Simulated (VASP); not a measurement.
# Ti2Te2P: structure and properties in VASP, part 2 of 2

What structure and properties does r2SCAN give Ti2Te2P, and how near are they to the measured ones? The start is a computed cell from the Materials Project.

VASP 6.6.1; r2SCAN, no spin polarisation; plane waves and PAW (Ti_sv, Te, P).

Still holding for the runs below: This run has no spin polarisation, although Ti can carry a moment. Its electron count is odd, so without a moment it is a metal by construction.

So far. Step 4 (Band structure (r2SCAN)): There is no gap at this level. Step 5 (Density of states (r2SCAN)): The finer mesh and the other smearing move the Fermi level by +0.02 eV from the 8×8×8 run, a small shift, which tests the Fermi level alone. Of the states within 0.3 eV of the Fermi level, the largest shares in the PAW spheres are Ti d 53 % and Te p 10 %. The rest lies in smaller channels or between the spheres. The relaxed cell has a = 3.651, c = 29.701 Å (conventional setting).

### Step 6. Independent-particle dielectric function (r2SCAN)

LOPTICS sums transitions from filled to empty bands. NBANDS is raised for it.

The input, INCAR:

```
SYSTEM = Ti2Te2P
PREC = Accurate
ENCUT = 400
EDIFF = 1E-06
NELM = 100
ISMEAR = 0
SIGMA = 0.05
LREAL = .FALSE.
ALGO = Normal
METAGGA = R2SCAN
LASPH = .TRUE.
NBANDS = 60
LORBIT = 11
LWAVE = .FALSE.
LCHARG = .FALSE.
KPAR = 4
LOPTICS = .TRUE.
NEDOS = 1500
CSHIFT = 0.1
```

The input, POSCAR:

```
Ti2Te2P
1.0
    1.8255097304      3.1618756026      0.0000000000
   -1.8255097304      3.1618756026      0.0000000000
    0.0000000000     -2.1079170684      9.9003859843
Ti Te P
2 2 1
Direct
    0.6221403776      0.6221403776      0.8664211327
    0.3778596224      0.3778596224      0.1335788673
    0.2278490104      0.2278490104      0.6835470311
    0.7721509896      0.7721509896      0.3164529689
    0.0000000000      0.0000000000      0.0000000000
```

The input, KPOINTS:

```
Automatic mesh
0
Gamma
12 12 12
0 0 0
```

Potentials, in the order of the species: Ti_sv, Te and P (PBE family, release 64).

The run is started by

```bash
> mpirun -np 4 vasp_std
```

Run time: 7.4 min. Hardware: 4 MPI ranks of Intel Xeon 6975P-C (Granite Rapids), shared host; peak memory 5.4 GiB.

These are independent-particle spectra without excitons or local fields, and fine structure depends on the mesh and on CSHIFT. The intraband (Drude) part is not in this spectrum.

This step gave:

```yaml
scf_cycles: 15
bands: 60
free_energy_toten: -90.8838 eV
energy_at_zero_smearing: -90.8826 eV
fermi_energy: 7.058 eV
pressure: 0.03721 GPa
```

The imaginary dielectric function has structure finer than the step of the table below, so its rows give means over 0.5 eV, whole bins alone (the curve runs from 0 to 25.0 eV). Peaks (eV: height): xx 0.59: 11.4, 1.84: 17.2, 2.96: 18.6; zz 0.39: 10.8, 1.84: 19.8, 8.60: 7.24.

The imaginary dielectric function by photon energy; means over each step:

| photon energy (eV) | xx | zz |
| --- | --- | --- |
| 0.5 | 8.88 | 7.22 |
| 1.0 | 9.16 | 4.78 |
| 1.5 | 14.2 | 11.4 |
| 2.0 | 15.4 | 17.4 |
| 2.5 | 16.3 | 16.5 |
| 3.0 | 17.2 | 13.5 |
| 3.5 | 13.0 | 10.1 |
| 4.0 | 8.58 | 8.25 |
| 4.5 | 6.29 | 7.82 |
| 5.0 | 6.75 | 7.74 |
| 5.5 | 5.63 | 6.97 |
| 6.0 | 4.66 | 6.16 |
| 6.5 | 4.29 | 4.93 |
| 7.0 | 4.73 | 4.61 |
| 7.5 | 5.36 | 5.53 |
| 8.0 | 4.84 | 5.69 |
| 8.5 | 5.80 | 6.84 |
| 9.0 | 4.45 | 5.60 |
| 9.5 | 3.78 | 4.51 |
| 10.0 | 3.12 | 3.60 |
| 10.5 | 2.97 | 2.89 |
| 11.0 | 2.36 | 2.80 |
| 11.5 | 2.03 | 2.44 |
| 12.0 | 1.69 | 2.02 |
| 12.5 | 1.68 | 1.77 |
| 13.0 | 1.47 | 1.36 |
| 13.5 | 1.20 | 1.09 |
| 14.0 | 0.988 | 0.930 |
| 14.5 | 0.817 | 0.678 |
| 15.0 | 0.649 | 0.602 |
| 15.5 | 0.527 | 0.522 |
| 16.0 | 0.404 | 0.418 |
| 16.5 | 0.357 | 0.377 |
| 17.0 | 0.325 | 0.337 |
| 17.5 | 0.282 | 0.269 |
| 18.0 | 0.263 | 0.236 |
| 18.5 | 0.207 | 0.207 |
| 19.0 | 0.184 | 0.191 |
| 19.5 | 0.167 | 0.167 |
| 20.0 | 0.154 | 0.149 |
| 20.5 | 0.147 | 0.150 |
| 21.0 | 0.137 | 0.130 |
| 21.5 | 0.107 | 0.109 |
| 22.0 | 0.0929 | 0.0915 |
| 22.5 | 0.0797 | 0.0775 |
| 23.0 | 0.0638 | 0.0656 |
| 23.5 | 0.0572 | 0.0539 |
| 24.0 | 0.0516 | 0.0454 |
| 24.5 | 0.0419 | 0.0384 |

Real dielectric function against photon energy:

| photon energy (eV) | xx | zz |
| --- | --- | --- |
| 0.0 | 25.6 | 24.7 |
| 0.5 | 24.6 | 15.8 |
| 1.0 | 17.2 | 18.5 |
| 1.5 | 18.5 | 20.4 |
| 2.0 | 9.97 | 10.8 |
| 2.5 | 10.2 | 5.66 |
| 3.0 | 2.63 | 2.56 |
| 3.5 | -1.83 | 1.08 |
| 4.0 | -2.67 | 0.638 |
| 4.5 | 0.0195 | 1.87 |
| 5.0 | 0.154 | 1.25 |
| 5.5 | -0.537 | 0.392 |
| 6.0 | -0.170 | -0.280 |
| 6.5 | 0.761 | 0.279 |
| 7.0 | 0.666 | 1.09 |
| 7.5 | 0.503 | 0.927 |
| 8.0 | 0.274 | 1.10 |
| 8.5 | -0.427 | -0.0431 |
| 9.0 | -1.88 | -1.98 |
| 9.5 | -1.77 | -2.18 |
| 10.0 | -1.43 | -2.40 |
| 10.5 | -1.63 | -1.70 |
| 11.0 | -1.64 | -1.74 |
| 11.5 | -1.46 | -1.75 |
| 12.0 | -1.25 | -1.76 |
| 12.5 | -1.17 | -1.70 |
| 13.0 | -1.16 | -1.65 |
| 13.5 | -1.16 | -1.33 |
| 14.0 | -1.07 | -1.33 |
| 14.5 | -0.940 | -1.05 |
| 15.0 | -0.791 | -0.852 |
| 15.5 | -0.653 | -0.705 |
| 16.0 | -0.538 | -0.607 |
| 16.5 | -0.361 | -0.446 |
| 17.0 | -0.281 | -0.381 |
| 17.5 | -0.168 | -0.269 |
| 18.0 | -0.131 | -0.191 |
| 18.5 | -0.0527 | -0.0956 |
| 19.0 | 0.0350 | -0.0321 |
| 19.5 | 0.0950 | 0.0370 |
| 20.0 | 0.162 | 0.102 |
| 20.5 | 0.201 | 0.146 |
| 21.0 | 0.232 | 0.185 |
| 21.5 | 0.271 | 0.233 |
| 22.0 | 0.326 | 0.275 |
| 22.5 | 0.355 | 0.318 |
| 23.0 | 0.402 | 0.356 |
| 23.5 | 0.438 | 0.395 |
| 24.0 | 0.471 | 0.434 |
| 24.5 | 0.502 | 0.462 |

Force by atom:

| atom | x (eV/Å) | y (eV/Å) | z (eV/Å) | size |
| --- | --- | --- | --- | --- |
| Ti1 | 0.0000 | 0.0000 | -0.0563 | 0.0563 |
| Ti2 | 0.0000 | 0.0000 | 0.0563 | 0.0563 |
| Te3 | 0.0000 | 0.0000 | 0.0161 | 0.0161 |
| Te4 | 0.0000 | 0.0000 | -0.0161 | 0.0161 |
| P5 | 0.0000 | 0.0000 | 0.0000 | 0.0000 |

### Step 7. Zone-centre phonons (r2SCAN)

Zone-centre modes test whether the atoms sit at a minimum within this cell. IBRION = 6 takes the force constants from differences of forces between displaced cells, so the forces must be tight.

The input, INCAR:

```
SYSTEM = Ti2Te2P
PREC = Accurate
ENCUT = 400
EDIFF = 1E-08
NELM = 100
ISMEAR = 1
SIGMA = 0.2
LREAL = .FALSE.
ALGO = Normal
METAGGA = R2SCAN
LASPH = .TRUE.
NBANDS = 26
LORBIT = 11
LWAVE = .FALSE.
LCHARG = .FALSE.
KPAR = 4
IBRION = 6
NFREE = 2
POTIM = 0.015
ISIF = 2
NSW = 1
```

POSCAR is that of step 6.

The input, KPOINTS:

```
Automatic mesh
0
Gamma
10 10 10
0 0 0
```

The run is started by

```bash
> mpirun -np 4 vasp_std
```

The job ended after 40 min (4 MPI ranks; peak memory 5.7 GiB).

The last energy, forces, stress and levels in OUTCAR belong to the last displaced cell, not to the cell of POSCAR.

Numbers from this step:

```yaml
bands: 26
irreducible_k_points: 116
pressure_of_the_cell: 0.01319 GPa
largest_force_of_the_cell: 0.05284 eV/Å
```

The modes at Γ (shares of kinetic energy by element, %):

| mode | frequency (cm⁻¹) | symmetry | Ti % | Te % | P % |
| --- | --- | --- | --- | --- | --- |
| 1 | -0.6 | acoustic | 25 | 67 | 8 |
| 2 | -0.1 | acoustic | 25 | 67 | 8 |
| 3 | -0.1 | acoustic | 25 | 67 | 8 |
| 4 | 72.1 | Eg | 8 | 92 | 0 |
| 5 | 72.1 | Eg | 8 | 92 | 0 |
| 6 | 106.5 | A1g | 10 | 90 | 0 |
| 7 | 159.9 | Eu | 46 | 33 | 21 |
| 8 | 159.9 | Eu | 46 | 33 | 21 |
| 9 | 223.6 | Eg | 92 | 8 | 0 |
| 10 | 223.6 | Eg | 92 | 8 | 0 |
| 11 | 228.1 | A2u | 47 | 33 | 20 |
| 12 | 305.1 | A1g | 90 | 10 | 0 |
| 13 | 366.9 | A2u | 28 | 0 | 72 |
| 14 | 376.3 | Eu | 29 | 0 | 71 |
| 15 | 376.3 | Eu | 29 | 0 | 71 |

Displacements in mode 4 (72.1 cm⁻¹), the largest set to 1:
```
Ti1  0.00  0.47  0.00
Ti2  0.00 -0.47  0.00
Te3  0.00  1.00  0.00
Te4  0.00 -1.00  0.00
P5   0.00  0.00  0.00
```

Displacements in mode 14 (376.3 cm⁻¹), the largest set to 1:
```
Ti1  0.00  0.36  0.00
Ti2  0.00  0.36  0.00
Te3  0.00 -0.01  0.00
Te4  0.00 -0.01  0.00
P5   0.00 -1.00  0.00
```

The three acoustic modes lie within 0.6 cm⁻¹ of zero, and all others are real. By the characters of their eigenvectors the optical modes sort into (cm⁻¹) Raman active: Eg 72, A1g 107, Eg 224, A1g 305; infrared active: Eu 160, A2u 228, A2u 367, Eu 376. With a centre of inversion no mode is active in both.

### Step 8. Bands along the symmetry lines (r2SCAN), changed input

Levels along the symmetry lines show where the bands peak and cross; KPOINTS_OPT computes them in the converged potential. Some settings are moved from the usual, to see what they do.

The input, INCAR:

```
SYSTEM = Ti2Te2P
PREC = Accurate
ENCUT = 400
EDIFF = 1E-06
NELM = 100
ISMEAR = 0
SIGMA = 0.1
LREAL = .FALSE.
ALGO = VeryFast
METAGGA = R2SCAN
LASPH = .TRUE.
NBANDS = 35
LORBIT = 11
LWAVE = .FALSE.
LCHARG = .FALSE.
KPAR = 4
```

POSCAR is that of step 7.

The input, KPOINTS:

```
Automatic mesh
0
Gamma
8 8 8
0 0 0
```

The input, KPOINTS_OPT:

```
Line mode
16
Line-mode
Reciprocal
  0.00000000   0.00000000   0.00000000 GAMMA
  0.00000000   0.50000000   0.00000000 L

  0.00000000   0.50000000   0.00000000 L
 -0.34844393   0.32577804   0.17422196 B1

 -0.32577804   0.32577804   0.50000000 B
  0.00000000   0.00000000   0.50000000 Z

  0.00000000   0.00000000   0.50000000 Z
  0.00000000   0.00000000   0.00000000 GAMMA

  0.00000000   0.00000000   0.00000000 GAMMA
 -0.33711098   0.33711098   0.00000000 X

 -0.33711098   0.32577804   0.33711098 Q
 -0.50000000   0.00000000   0.50000000 F

 -0.50000000   0.00000000   0.50000000 F
 -0.48866705   0.00000000   0.66288902 P1

 -0.48866705   0.00000000   0.66288902 P1
  0.00000000   0.00000000   0.50000000 Z

  0.00000000   0.50000000   0.00000000 L
  0.00000000   0.48866705   0.33711098 P
```

The run is started by

```bash
> mpirun -np 4 vasp_std
```

It took 6.7 min on 4 MPI ranks; peak memory 1.6 GiB.

ALGO acts on the way to self-consistency or on speed; a fully converged result doesn't depend on them, though slow mixing can meet EDIFF with the stress still off.

This step gave:

```
SCF cycles              : 46
bands                   : 35
irreducible k-points    : 65
free energy (TOTEN)     : -90.8822 eV
energy at zero smearing : -90.8759 eV
Fermi energy            : 7.043 eV
pressure                : -0.01271 GPa
```

Electronic bands along the path, in eV, zero at the Fermi level; # counts the bands kept:

| point | #6 | #7 | #8 | #9 | #10 | #11 | #12 | #13 |
| --- | --- | --- | --- | --- | --- | --- | --- | --- |
| Γ | -0.85 | -0.35 | -0.09 | -0.09 | 0.23 | 1.09 | 1.09 | 1.41 |
| 0.47 of the way | -2.11 | -1.16 | -1.01 | -0.60 | -0.31 | 0.84 | 1.07 | 1.49 |
| L | -2.85 | -1.52 | -1.35 | -1.08 | -0.81 | 1.40 | 1.41 | 1.43 |
| 0.47 of the way | -2.72 | -2.20 | -2.14 | -1.75 | -0.10 | 1.39 | 1.50 | 1.58 |
| B1 | -3.27 | -2.83 | -2.20 | -2.17 | 0.97 | 0.97 | 1.07 | 1.70 |
| jump to B | -3.27 | -2.83 | -2.20 | -2.17 | 0.97 | 0.97 | 1.07 | 1.70 |
| 0.47 of the way | -1.93 | -1.74 | -1.56 | -1.31 | 0.18 | 0.37 | 1.41 | 1.73 |
| Z | -0.84 | -0.84 | -0.09 | -0.09 | 0.56 | 1.07 | 1.07 | 1.35 |
| 0.47 of the way | -0.84 | -0.84 | -0.09 | -0.09 | 0.47 | 1.08 | 1.08 | 1.37 |
| Γ | -0.85 | -0.35 | -0.09 | -0.09 | 0.23 | 1.09 | 1.09 | 1.41 |
| 0.53 of the way | -2.43 | -1.71 | -1.66 | -1.44 | 0.43 | 0.54 | 1.39 | 1.48 |
| X | -3.27 | -2.82 | -2.21 | -2.16 | 0.94 | 1.04 | 1.04 | 1.70 |
| jump to Q | -3.27 | -2.82 | -2.21 | -2.16 | 0.94 | 1.04 | 1.04 | 1.70 |
| 0.53 of the way | -2.50 | -2.44 | -2.18 | -1.83 | 0.11 | 1.33 | 1.43 | 1.52 |
| F | -2.52 | -2.32 | -1.23 | -0.96 | -0.77 | 1.41 | 1.43 | 1.44 |
| 0.47 of the way | -2.59 | -2.22 | -1.24 | -0.94 | -0.79 | 1.41 | 1.43 | 1.44 |
| P1 | -2.69 | -2.01 | -1.28 | -0.90 | -0.83 | 1.41 | 1.41 | 1.44 |
| 0.47 of the way | -2.04 | -1.29 | -1.12 | -0.58 | -0.56 | 0.88 | 1.18 | 1.53 |
| Z | -0.84 | -0.84 | -0.09 | -0.09 | 0.56 | 1.07 | 1.07 | 1.35 |
| jump to L | -2.85 | -1.52 | -1.35 | -1.08 | -0.81 | 1.40 | 1.41 | 1.43 |
| 0.47 of the way | -2.80 | -1.68 | -1.33 | -0.98 | -0.83 | 1.40 | 1.41 | 1.43 |
| P | -2.69 | -2.01 | -1.28 | -0.90 | -0.83 | 1.41 | 1.41 | 1.44 |

Of the projections kept (Ti, Te, P), the largest for each band there; the rest of the weight can lie on other orbitals:

| point | #6 | #7 | #8 | #9 | #10 | #11 | #12 | #13 |
| --- | --- | --- | --- | --- | --- | --- | --- | --- |
| Γ | Ti 0.73 | Te 0.63 | Ti 0.99 | Ti 0.99 | Ti 0.97 | Ti 0.69 | Ti 0.69 | Ti 0.49 |
| L | Te 0.65 | Te 0.71 | Te 0.56 | Ti 0.87 | Te 0.73 | Ti 0.94 | Ti 0.95 | Ti 0.99 |
| B1 | Te 0.76 | Ti 0.42 | Te 0.58 | Te 0.60 | Ti 0.91 | Ti 0.91 | Ti 0.93 | Ti 0.96 |
| B | Te 0.76 | Ti 0.42 | Te 0.58 | Te 0.60 | Ti 0.91 | Ti 0.91 | Ti 0.93 | Ti 0.96 |
| Z | Ti 0.73 | Ti 0.73 | Ti 0.99 | Ti 0.99 | Ti 0.88 | Ti 0.57 | Ti 0.57 | Ti 0.61 |
| Γ | Ti 0.73 | Te 0.63 | Ti 0.99 | Ti 0.99 | Ti 0.97 | Ti 0.69 | Ti 0.69 | Ti 0.49 |

Against the sound run “Band structure (r2SCAN)”, the energy at zero smearing moves by +0.1 meV an atom, the pressure by -0.03 GPa and the Fermi level by +0.01 eV.

### Step 9. What came out

| Quantity | Value |
| --- | --- |
| relaxed volume | 22.86 Å³/atom |
| relaxed conventional cell a, b, c | 3.651, 3.651, 29.701 Å; angles 90.0, 90.0, 120.0° |
| space group after relaxing, within 0.02 Å | R-3m (No. 166) |
| band gap | none, a metal |
| DOS at the Fermi level | 2.19 states/eV/cell |
| highest zone-centre mode | 376 cm⁻¹ |

**Reading.** With r2SCAN, Ti2Te2P relaxes to 22.86 Å³/atom in space group R-3m (held by the symmetry of the run) and comes out as a metal. Band structure (r2SCAN): Of the bands kept, 1 crosses the Fermi level on this path. Zone-centre phonons (r2SCAN): The highest mode in this list at Γ, 376.3 cm⁻¹, is mostly motion of P (71 % of the kinetic energy). Bands along the symmetry lines (r2SCAN), changed input: Of the bands kept, 1 crosses the Fermi level on this path. Spin-orbit coupling is left out, and with elements this heavy it would split and shift bands near the Fermi level. Magnetism was not tested. With an odd electron count and no spin the cell is a metal by construction. Modes at Γ alone can't show that the crystal is stable at other wave vectors. The bonds form layers, and without a dispersion term the spacing between them, and what depends on it, is unreliable. No search among competing phases was made, and a listed structure need not be the one stable at ambient conditions. All values are for a static lattice at zero temperature.

Computed beside measured:

```
              quantity  measured           r2SCAN
lattice constant a (Å)   3.63949   3.651 (+0.3 %)
lattice constant c (Å)   28.4885  29.701 (+4.3 %)
```

Measured values from pmc:5171714 (2016).

**Verdict.** The lattice constant a is off by +0.3 %: good agreement. The lattice constant c is off by +4.3 %: a clear miss. The grades are ours: good and fair within 0.7 and 1.5 % for the lattice constant a and 0.8 and 2 % for the lattice constant c. Zero-point motion and thermal expansion are not in the computed lattice constants. As a rule both would widen the computed cell, so the excess over experiment is if anything larger than shown.

[Lines on the potential files, build, host, timing and source positions are cut from VASP's logs without a mark.]

[Logs are printed without paths, hosts, clocks, repeated set-up lines and the standing remarks that a program may print on its own settings, such as how far it seeks lower states.]

[Hosts, paths, dates, database ids (printed as entryN), source tags and the programs' standing remarks are cut or masked in the printed files.]

[A measured line is paired with the nearest computed mode of its activity, which favours agreement.]
